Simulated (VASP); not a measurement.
OSZICAR of a VASP run on CaB₆ (cab6):

OSZICAR:
```
       N       E                     dE             d eps       ncg     rms          rms(c)
DAV:   1     0.160952641222E+03    0.16095E+03   -0.13716E+04   720   0.147E+03
DAV:   2    -0.493648113138E+02   -0.21032E+03   -0.20690E+03   968   0.336E+02
DAV:   3    -0.557619626917E+02   -0.63972E+01   -0.63835E+01  1064   0.608E+01
DAV:   4    -0.559513569839E+02   -0.18939E+00   -0.18927E+00  1198   0.775E+00
DAV:   5    -0.559535438006E+02   -0.21868E-02   -0.21862E-02  1012   0.757E-01    0.102E+01
DAV:   6    -0.507435806184E+02    0.52100E+01   -0.89840E+00   938   0.171E+01    0.495E+00
DAV:   7    -0.498605207551E+02    0.88306E+00   -0.59216E+00   966   0.115E+01    0.134E+00
DAV:   8    -0.498717220153E+02   -0.11201E-01   -0.95607E-01  1018   0.619E+00    0.767E-01
DAV:   9    -0.498427707617E+02    0.28951E-01   -0.11788E-01   994   0.185E+00    0.159E-01
DAV:  10    -0.498430765817E+02   -0.30582E-03   -0.20252E-02  1160   0.719E-01    0.119E-01
DAV:  11    -0.498430217539E+02    0.54828E-04   -0.91134E-04   966   0.214E-01    0.643E-02
DAV:  12    -0.498429625041E+02    0.59250E-04   -0.18509E-04   996   0.952E-02    0.232E-02
DAV:  13    -0.498429502791E+02    0.12225E-04   -0.91697E-05   966   0.572E-02    0.306E-03
DAV:  14    -0.498429506062E+02   -0.32708E-06   -0.48400E-06   950   0.161E-02    0.254E-03
DAV:  15    -0.498429505663E+02    0.39904E-07   -0.29829E-07   840   0.408E-03
   1 F= -.49842951E+02 E0= -.49842951E+02  d E =0.000000E+00
```

Question: Which electronic solver shows in the log?

Answer: It is blocked Davidson (ALGO = Normal, or the opening steps of other solvers). The INCAR had ALGO = Normal.

Question: Can the final energy be trusted as converged?

Answer: The calculation finished and met its thresholds. It stopped with EDIFF = 1E-7, NELM = 100 (LDA (Ceperley-Alder, Perdew-Zunger), plane waves, VASP's LDA PAW potentials (set 64)).

The compound is CaB6 in the cab6 structure. It was relaxed first.
